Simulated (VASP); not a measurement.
Bulk modulus of zinc-blende III-V compounds: r2SCAN against PBE

VASP (plane waves, PAW); cells keep the symmetry of their structure type. Static lattice, from a third-order Birch-Murnaghan fit over five volumes at each level.

Here x stands for PBE B0 and y for r2SCAN B0.

```
solid  PBE B0 (GPa)  r2SCAN B0 (GPa)  cut-off (eV)
-----  ------------  ---------------  ------------
InSb           36.8             43.3           520
InP            59.4             68.3           520
GaAs           59.6             72.7           520
GaP            76.3             88.3           520
BAs           131.9            142.1           520
BP            161.7            169.8           520
GaN           169.8            194.6           520
AlN           193.7            212.4           520
BN            372.8                ?           520
```

The 8 complete rows are fitted with a straight line, y against x. With u = x - 111, the rows have u = -74.20, -51.60, -51.40, -34.70, 20.90, 50.70, 58.80, 82.70. Means: u 0.15000, y 123.94. About the means, the sum of products is 26900 and the sum of squares of u is 25318; the slope is their ratio. Least squares gives y = 123.78 + 1.06248·u. Residuals (row less fit): -1.64, -0.66, 3.53, 1.39, -3.89, -7.85, 8.35, 0.75; standard error 5.24 (degrees of freedom: 6). The slope is 1.06 with a standard error of 0.033.

Q: What does the fit predict for y at x = 372.8, and how far is the calculated value from it?

A: u = 261.80, so y = 123.78 + 1.06248 × 261.80 = 401.94 GPa. The calculation gives 390.0 GPa, 11.94 GPa below the prediction (3.4 % of the range of y in the table). The row lies outside the fitted rows, so this is an extrapolation. From the scatter of the fitted rows alone, a prediction at this place has a standard error of 10.24 GPa, so the miss is 1.2 times that.

GaN is here a metastable form; wurtzite is the usual one. AlN is here a metastable form; wurtzite is the usual one. The rows are a random draw from the solids of this series computed here; series whose standard error about the line passes 12 to 30 % of the range of y, or with no trend, aren't shown in this form.
